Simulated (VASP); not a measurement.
Output of a VASP run:

### OSZICAR
```
       N       E                     dE             d eps       ncg     rms          rms(c)
DAV:   1     0.150624671516E+03    0.15062E+03   -0.12148E+04   980   0.146E+03
DAV:   2    -0.160776966947E+02   -0.16670E+03   -0.16443E+03  1076   0.388E+02
DAV:   3    -0.201880138912E+02   -0.41103E+01   -0.40247E+01  1288   0.599E+01
DAV:   4    -0.202240086449E+02   -0.35995E-01   -0.35969E-01  1082   0.592E+00
DAV:   5    -0.202244182518E+02   -0.40961E-03   -0.40958E-03  1290   0.623E-01    0.174E+01
DAV:   6    -0.195850512008E+02    0.63937E+00   -0.15503E+01  1196   0.377E+01    0.545E+00
DAV:   7    -0.190848197018E+02    0.50023E+00   -0.31352E+00  1202   0.193E+01    0.382E+00
DAV:   8    -0.190860881538E+02   -0.12685E-02   -0.79179E-02   998   0.227E+00    0.133E+00
DAV:   9    -0.190823547863E+02    0.37334E-02   -0.18154E-02  1160   0.143E+00    0.675E-02
DAV:  10    -0.190825555741E+02   -0.20079E-03   -0.85040E-04  1082   0.263E-01    0.150E-02
DAV:  11    -0.190825675581E+02   -0.11984E-04   -0.34309E-05  1292   0.676E-02    0.199E-02
DAV:  12    -0.190825685249E+02   -0.96683E-06   -0.85881E-06  1082   0.235E-02
   1 F= -.19082569E+02 E0= -.19081881E+02  d E =-.206192E-02
```

OUTCAR:
```
------------------------ aborting loop because EDIFF is reached ----------------------------------------
  FORCE on cell =-STRESS in cart. coord.  units (eV):
  Direction    XX          YY          ZZ          XY          YZ          ZX
  --------------------------------------------------------------------------------------
  Total       -1.3131274     -1.3131274     -1.3131274      0.0000000      0.0000000      0.0000000
  in kB      -65.6396199    -65.6396199    -65.6396199      0.0000000      0.0000000      0.0000000
  external PRESSURE =     -65.6396199 kB  Pullay stress =       0.0000000 kB
  volume of cell :       32.05
      direct lattice vectors                 reciprocal lattice vectors
     0.000000000  2.521199000  2.521199000    -0.198318340  0.198318340  0.198318340
     2.521199000  0.000000000  2.521199000     0.198318340 -0.198318340  0.198318340
     2.521199000  2.521199000  0.000000000     0.198318340  0.198318340 -0.198318340
 POSITION                                       TOTAL-FORCE (eV/Angst)
 -----------------------------------------------------------------------------------
      0.00000      0.00000      0.00000         0.000000      0.000000      0.000000
      1.26060      1.26060      1.26060        -0.000000     -0.000000     -0.000000
      3.78180      3.78180      3.78180         0.000000      0.000000      0.000000
 -----------------------------------------------------------------------------------
    total drift:                               -0.000000     -0.000000      0.000000
  FREE ENERGIE OF THE ION-ELECTRON SYSTEM (eV)
  ---------------------------------------------------
  free  energy   TOTEN  =       -19.0825685249 eV

  energy  without entropy=      -19.0805066065  energy(sigma->0) =      -19.08188122
```
(Selected blocks of OUTCAR.)

POSCAR:
```
B2Rh
1
    0.0000000000     2.5211990000     2.5211990000
    2.5211990000     0.0000000000     2.5211990000
    2.5211990000     2.5211990000     0.0000000000
Rh B
1 2
Direct
  0.0000000000   0.0000000000   0.0000000000
  0.2500000000   0.2500000000   0.2500000000
  0.7500000000   0.7500000000   0.7500000000
```

Task: Reconstruct the remaining input files.

Result: One answer among several that fit: the input of the run itself, PBE GGA, plane waves, VASP's PBE PAW potentials (set 64).

File KPOINTS:
```
Automatic mesh
0
Gamma
9 9 9
0 0 0
```

### INCAR
```
# general
SYSTEM   =  B2Rh
PREC     =  Accurate
ENCUT    =  520   # plane-wave cut-off (eV)
LREAL    =  .FALSE.   # projection in real space or not
LASPH    =  .TRUE.   # aspherical one-centre terms

# electronic loop
EDIFF    =  1E-6   # SCF stop (eV)
NELM     =  100   # most electronic steps
ALGO     =  Normal
LMAXMIX  =  4   # l cut-off of mixed one-centre charges

# smearing
ISMEAR   =  1   # Methfessel-Paxton
SIGMA    =  0.1   # width (eV)

# functional
GGA      =  PE   # PBE

# ions
ISIF     =  2

# output
LWAVE    =  .FALSE.
LCHARG   =  .FALSE.
```

POTCAR, in this order: Rh_pv B (PBE.64 set). Program: vasp_std.

The structure was generated: B2Rh was put into the fluorite type (Fm-3m), which need not be its known phase. The cell was not relaxed at this level. The electron count is odd and the run is not spin-polarised, which forces a metal.
